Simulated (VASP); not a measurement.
Set up this calculation in VASP 6.6.1, as the native input.

| Quantity | Value |
| --- | --- |
| Task | single point |
| Functional | PBE |
| Potentials or basis | VASP PAW PBE potentials, release 64 (Be, Cd) |
| Cutoff | 520 eV |
| k mesh | 12 × 12 × 1 |
| Occupations | gaussian, width 0.1 eV |
| Spin | no spin polarisation |
| Dipole correction | yes |
| Further INCAR settings | ALGO = Fast; EDIFF = 1e-06; NBANDS = 17 |

The structure of Be3Cd lies in POSCAR:

```
Be3Cd
1.0
    4.6823656166      0.0000000000      0.0000000000
   -2.3411828083      4.0550475738      0.0000000000
    0.0000000000      0.0000000000     23.8000000000
Be Cd
3 1
Direct
    0.5000000000      0.0000000000      0.2941176471
    0.0000000000      0.5000000000      0.2941176471
    0.5000000000      0.5000000000      0.2941176471
    0.0000000000      0.0000000000      0.2941176471
```

The cell was built by a generator and needn't be a form met in nature.

One way to write it, as run:

INCAR

```
PREC     = Accurate       # precision mode
ENCUT    = 520            # plane-wave cutoff, eV
EDIFF    = 1E-6           # SCF threshold, eV
ISMEAR   = 0              # smearing method
SIGMA    = 0.1            # smearing width, eV
LREAL    = False          # projectors in reciprocal space
LASPH    = True           # aspherical terms in the spheres
NELM     = 100            # most SCF steps
ALGO     = Fast           # electronic algorithm
ISIF     = 2              # what is computed and relaxed
LWAVE    = False          # write WAVECAR
LCHARG   = False          # write CHGCAR
LDIPOL   = True         
IDIPOL   = 3            
DIPOL    = 0.5 0.5 0.294
GGA      = PE             # functional
NBANDS   = 17             # bands
```

KPOINTS

```
regular mesh
0
Gamma
  12 12 1
```

Potentials or basis: VASP PAW PBE potentials, release 64 (Be, Cd).

Run with:

```bash
$ cat potpaw_PBE.64/Be/POTCAR potpaw_PBE.64/Cd/POTCAR > POTCAR
$ mpirun -np 1 vasp_std > vasp.out
```

It gave:

- Band gap on the k mesh: none (metal or under the smearing width)

It took 2.6 min on 1 thread of AMD EPYC 9R45 96-Core Processor (Zen 5) (shared host), peak memory 0.57 GiB.
